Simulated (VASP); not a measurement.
OSZICAR of a VASP run on CdS (zinc blende):

File OSZICAR:
```
       N       E                     dE             d eps       ncg     rms          rms(c)
DAV:   1     0.111104191169E+03    0.11110E+03   -0.92554E+03   778   0.126E+03
DAV:   2    -0.156418373401E+01   -0.11267E+03   -0.10757E+03   854   0.297E+02
DAV:   3    -0.672398014022E+01   -0.51598E+01   -0.51439E+01   889   0.651E+01
DAV:   4    -0.676161532814E+01   -0.37635E-01   -0.37629E-01   854   0.564E+00
DAV:   5    -0.676214277881E+01   -0.52745E-03   -0.52744E-03   909   0.655E-01    0.780E+00
DAV:   6    -0.620324600426E+01    0.55890E+00   -0.11490E+00  1095   0.151E+01    0.623E+00
DAV:   7    -0.618605019036E+01    0.17196E-01   -0.21248E-01   779   0.372E+00    0.326E+00
DAV:   8    -0.618588188071E+01    0.16831E-03   -0.20944E-02   804   0.220E+00    0.291E-01
DAV:   9    -0.618558926690E+01    0.29261E-03   -0.28015E-03   859   0.884E-01    0.841E-02
DAV:  10    -0.618574030176E+01   -0.15103E-03   -0.30325E-04   779   0.169E-01    0.761E-02
DAV:  11    -0.618580933480E+01   -0.69033E-04   -0.10341E-04   787   0.121E-01    0.224E-02
DAV:  12    -0.618580285795E+01    0.64768E-05   -0.43477E-05   864   0.920E-02    0.751E-03
DAV:  13    -0.618580382548E+01   -0.96752E-06   -0.40843E-06   784   0.157E-02    0.467E-03
DAV:  14    -0.618580380363E+01    0.21846E-07   -0.89067E-08   697   0.336E-03
   1 F= -.61858038E+01 E0= -.61858038E+01  d E =-.338026E-11
```

Q: Which electronic solver shows in the log?

A: It is blocked Davidson (ALGO = Normal, or the opening steps of other solvers). The INCAR had ALGO = Normal.

Q: Can the final energy be trusted as converged?

A: The calculation finished and met its thresholds. It stopped with EDIFF = 1E-7, NELM = 100 (PW91 GGA, plane waves, VASP's PBE PAW potentials (set 64)).

The compound is CdS in the zinc blende structure, a metastable form; wurtzite is the usual one. This cell is one point of a volume scan, at 0.97 of the reference volume.
